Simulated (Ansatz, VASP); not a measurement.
# Cross-check of MoS2 between VASP and Ansatz, part 2 of 2

Aim: how closely do two programs agree when they are given the same cell, functional and k mesh? The cell is taken from a series of runs on this material, whose earlier steps may have relaxed, scaled, displaced or heated it; both programs get it as it stands.

VASP 6.6.1 and Ansatz 0.2.0.

So far: Set-up; VASP: dielectric response, PBEsol.

### 3. Ansatz: dielectric response, PBEsol

Level of this step: Ansatz beside VASP: Kohn-Sham DFT, plane waves, PBEsol (Ansatz).

Ansatz runs on its PAW soft_1 files.

The same cell, functional and mesh now go to Ansatz, which takes its cutoff from its data sets.

Contents of input.yaml:

```yaml
crystal:
  lattice:
    - [3.1415475949, 0.0, 0.0]
    - [-1.5707737974, 2.7206600244, 0.0]
    - [0.0, 0.0, 12.57880968]
  atoms:
    - { symbol: Mo, position: [0.6666666667, 0.3333333333, 0.75] }
    - { symbol: Mo, position: [0.3333333333, 0.6666666667, 0.25] }
    - { symbol: S, position: [0.6666666667, 0.3333333333, 0.3739446556] }
    - { symbol: S, position: [0.3333333333, 0.6666666667, 0.8739446556] }
    - { symbol: S, position: [0.6666666667, 0.3333333333, 0.1260553444] }
    - { symbol: S, position: [0.3333333333, 0.6666666667, 0.6260553444] }
kpoints:
  mp_grid: { grid: [8, 8, 2] }
scf:
  occupations: { method: fixed }
hamiltonian:
  xc: pbesol
  pseudopotentials: { kind: paw, azcp: { folder: soft_1 }, xc_functional: pbe }
dielectric: {}
```

The run is started by

```console
$ ansatz run input.yaml --threads 4 --pin off --max-ram 8192MiB --backend cpu --events-out ev --progress --plain --runs-dir out
```

Numbers of over 12 decimals in the logs are rounded to 6 here.

The program printed:

```text
Engine: ansatz 0.2.0, x86_64-unknown-linux-gnu
Pseudopotentials: kind: paw
Pseudopotential: Mo, paw, valence charge 14, recommended cutoff 420 eV (normal), soft_1/Mo.paw.azcp
Pseudopotential: S, paw, valence charge 6, recommended cutoff 420 eV (normal), soft_1/S.paw.azcp
Functional definition: PBEsol
  exchange = pbesol_x
  correlation = pbesol_c
Crystal: 6 atoms, lattice volume = 107.512 Å³
Basis set: ecut = 420 eV, 2059 PW (Γ), exchange–correlation on 48×48×180 points (8 copies of the dense FFT grid, shifted against one another)
Bands: 32, of which v1, the nominal top of the filled ones, is band 26 counted from 1 (25 counted from 0)
Symmetry: 24 space group operations
k-points: 42 of 128 (irreducible under 2 space group operations, time reversal used)
Non-local potential: Mo, projectors of the file, l = 0: 3, l = 1: 2, l = 2: 2, l = 3: 1
Non-local potential: S, projectors of the file, l = 0: 2, l = 1: 2, l = 2: 1
PAW form: soft (Blöchl's): semilocal exchange-correlation on the pseudo side does not see the compensation charge
PAW frozen core: Mo, regenerated for the run's functional, and the local potential with it (the file was generated under x = pbe(κ = 0.804, μ = 0.219515), c = pbe(β = 0.066725))
PAW frozen core: S, regenerated for the run's functional, and the local potential with it (the file was generated under x = pbe(κ = 0.804, μ = 0.219515), c = pbe(β = 0.066725))
PAW one-centre angular grid: Mo, 590 points (default); XC on 64 Gauss nodes
PAW one-centre angular grid: S, 110 points (default); XC on 64 Gauss nodes
Initial density: superposition of atomic densities (chi_scale 0.1, normalization cell, long waves kept (reshape's long-wave potential 0.08 eV rms))
Initial wavefunctions: pseudopotential atomic-orbital guess
Functional: x = pbesol(κ = 0.804, μ = 0.123457), c = pbesol(β = 0.046)
SCF iter   1: F=—  HF=-13342.053529 eV  |F-HF|=—  |Δ(HF+E_count)|=         —  Δρ=6.00e-2  dr2=4.92e0  ethr=3.10e-3  ⟨swp⟩=5.4  Hψ=5993  notcnv=0  defer=101
preconditioner: auto → Resta (q_TF=auto, 2.417 Å⁻¹)  ε∞=7.8  [insulator: Δε(μ)=0.995 eV  Ē_g=8.259 eV  n_scr=26 (ndim 8)  ℏωp=21.5 eV  f_vac=0.004  ε∞_Penn≈7.8]
SCF iter   2: F=—  HF=-13340.821156 eV  |F-HF|=—  |Δ(HF+E_count)|=    1.23e0  Δρ=2.63e-2  dr2=1.76e0  ethr=3.10e-3  ⟨swp⟩=3.3  Hψ=2975  notcnv=0  defer=108
SCF iter   3: F=—  HF=-13340.488907 eV  |F-HF|=—  |Δ(HF+E_count)|=   3.32e-1  Δρ=1.43e-2  dr2=3.08e-1  ethr=3.10e-3  ⟨swp⟩=2.0  Hψ=1782  notcnv=0  defer=131
SCF iter   4: F=—  HF=-13340.404074 eV  |F-HF|=—  |Δ(HF+E_count)|=   8.48e-2  Δρ=2.91e-3  dr2=1.86e-2  ethr=5.92e-4  ⟨swp⟩=2.2  Hψ=2321  notcnv=0  defer=154
SCF iter   5: F=—  HF=-13340.404032 eV  |F-HF|=—  |Δ(HF+E_count)|=   4.17e-5  Δρ=8.50e-4  dr2=1.23e-3  ethr=3.59e-5  ⟨swp⟩=2.3  Hψ=2009  notcnv=0  defer=166
SCF iter   6: F=—  HF=-13340.404531 eV  |F-HF|=—  |Δ(HF+E_count)|=   4.99e-4  Δρ=3.60e-4  dr2=2.06e-4  ethr=2.37e-6  ⟨swp⟩=2.5  Hψ=2600  notcnv=0  defer=166
SCF iter   7: F=—  HF=-13340.404531 eV  |F-HF|=—  |Δ(HF+E_count)|=   1.32e-7  Δρ=3.74e-5  dr2=2.22e-6  ethr=3.95e-7  ⟨swp⟩=2.1  Hψ=1914  notcnv=0  defer=149
SCF iter   8: F=—  HF=-13340.404535 eV  |F-HF|=—  |Δ(HF+E_count)|=   3.83e-6  Δρ=1.07e-5  dr2=1.31e-7  ethr=4.27e-9  ⟨swp⟩=2.7  Hψ=2704  notcnv=0  defer=124
SCF iter   9: F=—  HF=-13340.404535 eV  |F-HF|=—  |Δ(HF+E_count)|=   1.33e-7  Δρ=1.58e-6  dr2=3.52e-9  ethr=2.53e-10  ⟨swp⟩=2.0  Hψ=2021  notcnv=0  defer=125
SCF iter  10: F=—  HF=-13340.404535 eV  |F-HF|=—  |Δ(HF+E_count)|=   2.03e-9  Δρ=3.78e-7  dr2=2.82e-10  ethr=6.77e-12  ⟨swp⟩=3.2  Hψ=2795  notcnv=0  defer=125
SCF iter  11: F=-13340.404535 eV  HF=-13340.404535 eV  |F-HF|=0.00e0  |Δ(HF+E_count)|=  2.91e-11  Δρ=1.08e-7  dr2=1.71e-11  ethr=1.00e-12  ⟨swp⟩=11.4  Hψ=5740  notcnv=0
SCF 1 converged in 11 iterations: F = -13340.404535 eV  dr2 = 1.71e-11
  greatest PAW one-centre occupation: 0.999 electrons in one spin orbital (limit 2), on the Mo atom at site 1 (counted from 0), in its partial waves of l = 0
NSCF: frozen V_eff on 2 k-points
DFPT response loops at Γ: preconditioner auto → Resta (q_TF=auto, 2.417 Å⁻¹)  ε∞=7.4 (no band partly filled); β = 1.00, the filter's whole step (`scf.mixing.beta` (0.50) is not read by the response loops at its default; to damp them type it under 1.00, their step now; it binds the ground state too); Broyden in place of MSR1
── the response to a field inside a basis, on 8×8×2 k-points: an SCF that follows is theirs, and a resumed run solves both again ──
Bands: 27, of which v1, the nominal top of the filled ones, is band 26 counted from 1 (25 counted from 0)
k-points: 20 of 128 (irreducible under 8 space group operations)
Initial density: handed on by an earlier stage of this run
Initial wavefunctions: pseudopotential atomic-orbital guess (no wavefunctions were taken with the density)
Eigensolver: Dense (20 Hₖ)
SCF iter   1: F=—  HF=-13340.350931 eV  |F-HF|=—  |Δ(HF+E_count)|=         —  Δρ=2.35e-4  dr2=1.33e-5  ethr=1.00e-1
preconditioner: auto → Resta (q_TF=auto, 2.417 Å⁻¹)  ε∞=10.0  [insulator: Δε(μ)=1.236 eV  Ē_g=7.177 eV  n_scr=26 (ndim 8)  ℏωp=21.5 eV  f_vac=0.019  ε∞_Penn≈10.0]
SCF iter   2: F=—  HF=-13340.350939 eV  |F-HF|=—  |Δ(HF+E_count)|=   7.85e-6  Δρ=1.29e-4  dr2=4.36e-6  ethr=2.57e-8
SCF iter   3: F=—  HF=-13340.350942 eV  |F-HF|=—  |Δ(HF+E_count)|=   3.34e-6  Δρ=1.19e-5  dr2=1.89e-7  ethr=8.38e-9
SCF iter   4: F=-13340.350942 eV  HF=-13340.350942 eV  |F-HF|=2.65e-8  |Δ(HF+E_count)|=   1.45e-8  Δρ=4.89e-6  dr2=4.54e-8  ethr=3.63e-10
SCF 1 converged in 4 iterations: F = -13340.350942 eV  dr2 = 4.54e-8
DFPT response loops at Γ: preconditioner auto → Resta (q_TF=auto, 2.417 Å⁻¹)  ε∞=7.0 (no band partly filled); β = 1.00, the filter's whole step (`scf.mixing.beta` (0.50) is not read by the response loops at its default; to damp them type it under 1.00, their step now; it binds the ground state too); Broyden in place of MSR1
SCF converged after 11 iterations
Free energy (F): -13340.404535 eV
Harris-Foulkes:  -13340.404535 eV  (|F-HF|=0.00e0)
Internal energy: -13340.404535 eV  (E = F + TS)
E sigma→0 (E₀):  -13340.404535 eV
Fermi energy:    10.647267 eV
--- Per-component energies (eV) ---
  E_band       = -321.002212
  E_kinetic    = 1269.900947
  E_local      = -4116.391970  (includes V_loc(G=0)·N_el)
  E_nonlocal   = 438.253186
  E_hartree    = 1608.991606
  E_xc         = -704.162355
  E_vxc        = -771.041168  (∫ρ·V_xc dr)
  E_paw        = -8677.270962  (= ΣΔE_a)
  E_vpaw       = -359.706517  (= ΣTr[D̂ρ^β])
  E_aug_tail   = 0.000079  (compensation charges beyond the density's cutoff)
  E_ewald      = -3160.391462
  E_core_change = 0.666397  (= ΣΔE_core)
  E_smearing   = -0.000000  (= −TS)
  E_closure    = 0.000000  (closes the sum)
  Σ components = -13340.404535   (vs F -13340.404535, Δ=0.00e0)
--- Band table (eV; the first three rows and the last of 42) ---
  k-point 0: bands = [... 22 lower, 8.6045, 9.3363, 9.5138, 10.6473, 12.9247, 12.9247, 12.9445, 12.9445, ... 2 higher]
  k-point 1: bands = [... 22 lower, 8.5886, 8.5886, 10.3547, 10.3547, 12.9304, 12.9304, 12.9304, 12.9304, ... 2 higher]
  k-point 2: bands = [... 22 lower, 8.7179, 9.5248, 9.6038, 10.2497, 12.5606, 12.6836, 12.8138, 12.8672, ... 2 higher]
  k-point 41: bands = [... 22 lower, 8.3845, 8.3845, 9.5287, 9.5287, 12.2668, 12.2668, 12.9236, 12.9236, ... 2 higher]
--- Dielectric response (ions clamped): 3 representative field directions + reference, inside a basis on a mesh of 128 k-points (Σ response iterations 15) ---
  ε∞ (high-frequency dielectric tensor):
       14.783795    -0.000000     0.000000
       -0.000000    14.783795     0.000000
        0.000000     0.000000     6.011647
  Born effective charges Z* (e; rows j = field, columns β = displacement):
    site 0:
        -1.12083    0.00000   -0.00000
         0.00000   -1.12083    0.00000
         0.00000   -0.00000   -0.62512
    site 1:
        -1.12083    0.00000   -0.00000
         0.00000   -1.12083    0.00000
         0.00000   -0.00000   -0.62512
    site 2:
         0.56041   -0.00000   -0.00000
        -0.00000    0.56041    0.00000
        -0.00000    0.00000    0.31256
    site 3:
         0.56041   -0.00000    0.00000
        -0.00000    0.56041   -0.00000
         0.00000   -0.00000    0.31256
    site 4:
         0.56041   -0.00000    0.00000
        -0.00000    0.56041   -0.00000
         0.00000   -0.00000    0.31256
    site 5:
         0.56041   -0.00000   -0.00000
        -0.00000    0.56041    0.00000
        -0.00000    0.00000    0.31256
  Z* charge neutrality: 1.158e-2 e pre-enforcement
  solved inside a basis spanned on kpoints, on 8×8×2 k-points, its susceptibility summed on 14×14×4: ε∞ is read to err by 7.5e-2, Z* by 1.8e-2 e (field_mesh: kpoints solves on kpoints); Z* is corrected for what the basis lacks
```

### 4. Differences

Known differences besides the potentials themselves: fixed occupations in Ansatz, narrow Gaussian smearing in VASP; VASP's response is taken on the typed mesh, Ansatz refines its own for the field response alone; the cutoff is 420 eV in Ansatz and 400 eV in VASP; Ansatz makes its cores anew for this functional, VASP keeps those of its PBE data sets. Total energies have different zeros and are not compared.

Compared:

```csv
quantity,Ansatz,VASP,difference
ε∞ xx,14.78,14.79,-0.01 %
ε∞ yy,14.78,14.79,-0.01 %
ε∞ zz,6.01,6.03,-0.27 %
```

### 5. What came out

* difference in ε∞ zz (dielectric response, PBEsol): -0.27 %

What this shows: The difference in ε∞ zz is -0.27 % (dielectric response, PBEsol), within the 5 % picked in this series as the mark of a large difference. Such differences can come from data sets, numerical settings and the points named under the comparisons, not from the functional's error against experiment.

[Lines on the potential files, build, host, timing and source positions are cut from VASP's logs without a mark.]

[Logs are printed without paths, hosts, clocks, repeated set-up lines and the standing remarks that a program may print on its own settings, such as how far it seeks lower states.]

[Hosts, paths, dates, database ids (printed as entryN), source tags and the programs' standing remarks are cut or masked in the printed files.]
